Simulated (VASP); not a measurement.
Method: optB86b-vdW, VASP's PBE PAW potentials (set 64) (plane waves; VASP).

The input files of a VASP run:

KPOINTS:
```
Regular mesh
0
G
5 5 4
```

POSCAR:
```
Te
1
    2.1980042588    -3.8070547636     0.0000000000
    2.1980042588     3.8070547636    -0.0000000000
    0.0000000000    -0.0000000000     5.8583661971
Te
3
Direct
  1.0000000000   0.2811410115   0.6666670000
  0.7188589885   0.7188589885   0.0000000000
  0.2811410115   1.0000000000   0.3333330000
```

### INCAR
```
SYSTEM = Te
PREC = Accurate
ENCUT = 520
EDIFF = 1E-6
NELM = 100
ALGO = Normal
LREAL = .FALSE.
LASPH = .TRUE.
ISMEAR = 0
SIGMA = 0.05
GGA = MK
PARAM1 = 0.1234
PARAM2 = 1.0
LUSE_VDW = .TRUE.
AGGAC = 0.0
LMAXMIX = 4
LWAVE = .FALSE.
LCHARG = .FALSE.
IBRION = 2
ISIF = 3
NSW = 60
EDIFFG = -0.02
```

POTCAR, in this order: Te (PBE.64 set). Program: vasp_std.

The run wrote:

**OUTCAR**
```
 ion  position               nearest neighbor table
   1  0.000  0.281  0.667-   2 2.90   3 2.90   2 3.38   2 3.38   3 3.38   3 3.38
   2  0.719  0.719  0.000-   3 2.90   1 2.90   1 3.38   3 3.38   3 3.38   1 3.38
   3  0.281  0.000  0.333-   2 2.90   1 2.90   2 3.38   2 3.38   1 3.38   1 3.38
  LATTYP: Found a hexagonal cell.
 ALAT       =     4.3960082683
 C/A-ratio  =     1.3326558640
 Subroutine PRICEL returns:
 Original cell was already a primitive cell.
 Subroutine GETGRP returns: Found  6 space group operations
The static configuration has the point symmetry C_2 .
 The point group associated with its full space group is D_3 .
The dynamic configuration has the point symmetry C_2 .
 Subroutine INISYM returns: Found  6 space group operations
 Subroutine IBZKPT returns following result:
 Found     17 irreducible k-points:

 Following reciprocal coordinates:
            Coordinates               Weight
  0.000000  0.000000  0.000000      1.000000
  0.200000 -0.000000  0.000000      6.000000
  0.400000  0.000000  0.000000      6.000000
  0.200000  0.200000  0.000000      6.000000
  0.400000  0.200000  0.000000      6.000000
  0.000000  0.000000  0.250000      2.000000
...
```

File OSZICAR:
```
       N       E                     dE             d eps       ncg     rms          rms(c)
DAV:   1     0.857680737576E+02    0.85768E+02   -0.65815E+03   442   0.111E+03
DAV:   2     0.170902979285E+01   -0.84059E+02   -0.80304E+02   602   0.156E+02
DAV:   3    -0.386913556992E+01   -0.55782E+01   -0.55203E+01   537   0.462E+01
DAV:   4    -0.397372408242E+01   -0.10459E+00   -0.10441E+00   517   0.754E+00
DAV:   5    -0.397573514659E+01   -0.20111E-02   -0.20110E-02   525   0.102E+00    0.131E+01
DAV:   6    -0.396545539376E+01    0.10280E-01   -0.17201E-02   472   0.930E-01    0.826E+00
DAV:   7    -0.396626350728E+01   -0.80811E-03   -0.35585E-02   457   0.136E+00    0.285E-01
DAV:   8    -0.396580142009E+01    0.46209E-03   -0.56705E-03   442   0.492E-01    0.146E-01
DAV:   9    -0.396583194324E+01   -0.30523E-04   -0.16942E-04   584   0.997E-02    0.106E-01
DAV:  10    -0.396587104948E+01   -0.39106E-04   -0.40979E-05   442   0.513E-02    0.287E-02
DAV:  11    -0.396586726689E+01    0.37826E-05   -0.16966E-05   462   0.295E-02    0.177E-02
DAV:  12    -0.396586741383E+01   -0.14693E-06   -0.17530E-06   251   0.908E-03
   1 F= -.39658674E+01 E0= -.39658673E+01  d E =-.396587E+01
       N       E                     dE             d eps       ncg     rms          rms(c)
DAV:   1    -0.403532243671E+01   -0.69455E-01   -0.16997E+00   442   0.659E+00    0.180E+00
DAV:   2    -0.399451503723E+01    0.40807E-01   -0.64856E-02   442   0.160E+00    0.899E-01
DAV:   3    -0.398034041057E+01    0.14175E-01   -0.12105E-02   477   0.580E-01    0.298E-01
DAV:   4    -0.397412986988E+01    0.62105E-02   -0.12173E-02   442   0.529E-01    0.643E-01
DAV:   5    -0.397404255674E+01    0.87313E-04   -0.54888E-04   591   0.148E-01    0.255E-01
DAV:   6    -0.397404930651E+01   -0.67498E-05   -0.13212E-05   527   0.257E-02    0.363E-02
DAV:   7    -0.397404987950E+01   -0.57299E-06   -0.29825E-07   236   0.445E-03
   2 F= -.39740499E+01 E0= -.39740499E+01  d E =-.818247E-02
       N       E                     dE             d eps       ncg     rms          rms(c)
DAV:   1    -0.398771842545E+01   -0.13669E-01   -0.25238E-01   442   0.257E+00    0.656E-01
DAV:   2    -0.398167059321E+01    0.60478E-02   -0.92358E-03   447   0.604E-01    0.312E-01
DAV:   3    -0.397945921708E+01    0.22114E-02   -0.21345E-03   457   0.238E-01    0.112E-01
DAV:   4    -0.397873019649E+01    0.72902E-03   -0.13740E-03   452   0.179E-01    0.237E-01
DAV:   5    -0.397870949584E+01    0.20701E-04   -0.83843E-05   622   0.558E-02    0.687E-02
DAV:   6    -0.397870840231E+01    0.10935E-05   -0.11896E-06   313   0.859E-03    0.872E-03
DAV:   7    -0.397870819416E+01    0.20815E-06   -0.11639E-07   221   0.296E-03
   3 F= -.39787082E+01 E0= -.39787082E+01  d E =-.128408E-01
       N       E                     dE             d eps       ncg     rms          rms(c)
DAV:   1    -0.398036876444E+01   -0.16604E-02   -0.38327E-02   442   0.110E+00    0.103E-01
DAV:   2    -0.398032399327E+01    0.44771E-04   -0.11318E-03   477   0.215E-01    0.548E-02
DAV:   3    -0.398027270998E+01    0.51283E-04   -0.10955E-04   497   0.687E-02    0.188E-02
DAV:   4    -0.398027468882E+01   -0.19788E-05   -0.16485E-05   482   0.253E-02    0.110E-02
DAV:   5    -0.398027525002E+01   -0.56121E-06   -0.49501E-07   236   0.582E-03
   4 F= -.39802753E+01 E0= -.39802752E+01  d E =-.156706E-02
       N       E                     dE             d eps       ncg     rms          rms(c)
DAV:   1    -0.398328138152E+01   -0.30067E-02   -0.34299E-01   442   0.331E+00    0.315E-01
DAV:   2    -0.398283319619E+01    0.44819E-03   -0.10130E-02   477   0.642E-01    0.163E-01
DAV:   3    -0.398236095612E+01    0.47224E-03   -0.97571E-04   492   0.204E-01    0.578E-02
DAV:   4    -0.398237546839E+01   -0.14512E-04   -0.15034E-04   487   0.765E-02    0.341E-02
DAV:   5    -0.398238068943E+01   -0.52210E-05   -0.49451E-06   472   0.174E-02    0.178E-02
DAV:   6    -0.398238291099E+01   -0.22216E-05   -0.28734E-06   428   0.134E-02    0.268E-03
DAV:   7    -0.398238291563E+01   -0.46415E-08   -0.10399E-07   226   0.251E-03
   5 F= -.39823829E+01 E0= -.39823829E+01  d E =-.367472E-02
```

OUTCAR:
```
------------------------ aborting loop because EDIFF is reached ----------------------------------------
  FORCE on cell =-STRESS in cart. coord.  units (eV):
  Direction    XX          YY          ZZ          XY          YZ          ZX
  --------------------------------------------------------------------------------------
  Total        0.0089236      0.0089236     -0.0171732      0.0000000     -0.0000000      0.0000000
  in kB        0.1423536      0.1423536     -0.2739544      0.0000000     -0.0000000      0.0000000
  external PRESSURE =       0.0035843 kB  Pullay stress =       0.0000000 kB
  volume of cell :      100.43
      direct lattice vectors                 reciprocal lattice vectors
     2.195803859 -3.803243560 -0.000000000     0.227707041 -0.131466732  0.000000000
     2.195803859  3.803243560  0.000000000     0.227707041  0.131466732 -0.000000000
     0.000000000  0.000000000  6.013205481    -0.000000000 -0.000000000  0.166300653
 POSITION                                       TOTAL-FORCE (eV/Angst)
 -----------------------------------------------------------------------------------
      2.80705     -2.74453      4.00881        -0.006381     -0.011052     -0.000000
      3.16911      0.00000      0.00000         0.012762      0.000000     -0.000000
      2.80705      2.74453      2.00440        -0.006381      0.011052      0.000000
 -----------------------------------------------------------------------------------
    total drift:                               -0.000181     -0.000395      0.000014
  FREE ENERGIE OF THE ION-ELECTRON SYSTEM (eV)
  ---------------------------------------------------
  free  energy   TOTEN  =        -3.9823829156 eV

  energy  without entropy=       -3.9823829156  energy(sigma->0) =       -3.98238292

 reached required accuracy - stopping structural energy minimisation
```
(Selected blocks of OUTCAR.)

CONTCAR:
```
Te
   1.00000000000000
     2.1958038588753945   -3.8032435600847028   -0.0000000000000000
     2.1958038588753945    3.8032435600847028    0.0000000000000000
     0.0000000000000000    0.0000000000000000    6.0132054813014175
  Te
     3
Direct
     0.9999999999997750    0.2783722336079794    0.6666669999999968
     0.7216277663922457    0.7216277663922457    0.0000000000000000
     0.2783722336079794    0.9999999999997750    0.3333330000000032
```

Energy and stress use the plane-wave basis of the starting cell.

The compound is Te in the trig structure. This run relaxes it. Symmetry was kept, so distortions that lower it aren't found. The start is the result of an earlier pass.
